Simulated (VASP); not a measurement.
Input for VASP

### POSCAR
```
BaF2
1
    0.0000000000     3.0493309615     3.0493309615
    3.0493309615     0.0000000000     3.0493309615
    3.0493309615     3.0493309615     0.0000000000
Ba F
1 2
Direct
  0.0000000000   0.0000000000   0.0000000000
  0.2500000000   0.2500000000   0.2500000000
  0.7500000000   0.7500000000   0.7500000000
```

File KPOINTS:
```
Automatic mesh
0
Gamma
6 6 6
0 0 0
```

### INCAR
```
SYSTEM = BaF2
PREC = Accurate
ENCUT = 520
EDIFF = 1E-7
NELM = 100
ALGO = Normal
LREAL = .FALSE.
LASPH = .TRUE.
ISMEAR = 0
SIGMA = 0.05
METAGGA = R2SCAN
LMIXTAU = .TRUE.
LMAXMIX = 4
LWAVE = .FALSE.
LCHARG = .FALSE.
ISIF = 2
```

POTCAR, in this order: Ba_sv F (PBE.64 set). Program: vasp_std.

Problem. Write an equivalent input for Ansatz.

Solution. One equivalent input (not run):
Ansatz 0.2 input:
```yaml
crystal:
  lattice:
    - [0.0000000, 3.0493310, 3.0493310]
    - [3.0493310, 0.0000000, 3.0493310]
    - [3.0493310, 3.0493310, 0.0000000]
  atoms:
    - { symbol: Ba, position: [0.0000000, 0.0000000, 0.0000000] }
    - { symbol: F, position: [0.2500000, 0.2500000, 0.2500000] }
    - { symbol: F, position: [0.7500000, 0.7500000, 0.7500000] }
kpoints:
  mp_grid: { grid: [6, 6, 6] }
hamiltonian:
  xc: r2scan
  pseudopotentials: { kind: paw }
scf:
  occupations: { method: gaussian, width: 0.05 }
  max_iter: 100
output: { forces: true, stress: true, eigenvalues: true }
```
Limits of the translation: each code has its own PAW files, so the cut-off isn't converted (ENCUT is set for VASP's; basis.ecutwfc is left out, and Ansatz then takes the one that its files recommend); Ansatz stops its SCF on the density residual and VASP on the energy change (EDIFF).

The compound is BaF2 in the fluorite structure. This cell is one point of a volume scan, at 0.94 of the reference volume.
